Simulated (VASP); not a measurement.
## SiF: relaxation of cell and atoms with PBE+TS

The system is SiF.

```
Si F
1.0
     3.02860    0.00000    0.00000
     0.00000    3.02860    0.00000
     0.00000    0.00000    3.02860
Si F
1 1
Direct
  0.50000 0.50000 0.50000
  0.00000 0.00000 0.00000
```

The cell was built by a generator and needn't be a form met in nature.

```
Program                : VASP 6.6.1
Task                   : relaxation of cell and atoms
Functional             : PBE
Dispersion             : TS
Potentials or basis    : VASP PAW PBE potentials, release 64 (Si, F)
Cutoff                 : 600 eV
k mesh                 : 9 × 9 × 9
Occupations            : fermi-dirac, width 0.05 eV
Spin                   : no spin polarisation
Further INCAR settings : ALGO = Normal; EDIFF = 1e-06; IBRION = 2; EDIFFG = -0.02; NSW = 60; ISIF = 3
```

```json
{"Relaxed volume": "13.60 Å³/atom", "Relaxed cell": "a = 3.007 Å, b = 3.007 Å, c = 3.007 Å, α = 90.00°, β = 90.00°, γ = 90.00°", "Space group after relaxing (to 0.05 Å)": "Pm-3m (No. 221)", "Energy gained by relaxing": "1.5 meV/atom", "Ionic steps": "2", "Pressure after relaxing": "0.0 GPa", "Band gap on the k mesh": "none (metal or under the smearing width)", "Hirshfeld charges": "Si +0.20; F -0.20 e", "Dispersion energy per atom": "-0.152 eV"}
```

The path:
| step | energy change (eV) | largest force (eV/Å) | pressure (GPa) | volume (Å³) |
| --- | --- | --- | --- | --- |
| 1 | 0.0000 | 0.0000 | -1.69 | 27.78 |
| 2 | -0.0031 | 0.0000 | -0.01 | 27.19 |

Final structure:
```cif
data_structure
_symmetry_space_group_name_H-M 'P 1'
_symmetry_Int_Tables_number 1
_cell_length_a 3.0072
_cell_length_b 3.0072
_cell_length_c 3.0072
_cell_angle_alpha 90.000
_cell_angle_beta 90.000
_cell_angle_gamma 90.000
_cell_volume 27.19
loop_
_atom_site_label
_atom_site_type_symbol
_atom_site_fract_x
_atom_site_fract_y
_atom_site_fract_z
_atom_site_occupancy
Si1 Si 0.50000 0.50000 0.50000 1
F1 F 0.00000 0.00000 0.00000 1
```

Levels at points of the mesh, in eV from the Fermi level:
| k point | band 3 | band 4 | band 5 | band 6 | band 7 | band 8 |
| --- | --- | --- | --- | --- | --- | --- |
| (0.00, 0.00, 0.00) | -5.34 | -5.34 | -5.34 | 5.27 | 5.27 | 5.27 |

It took 10 s on 1 thread of AMD EPYC 9R45 96-Core Processor (Zen 5), on a shared host, peak memory 0.11 GiB.

Caveat: atom-pairwise D2, TS and ULG terms overbind metals; an odd number of electrons without spin polarisation forces a metal; a magnetic or distorted state may lie lower; pairwise dispersion overbinds metals, which lowers pressure and volume.
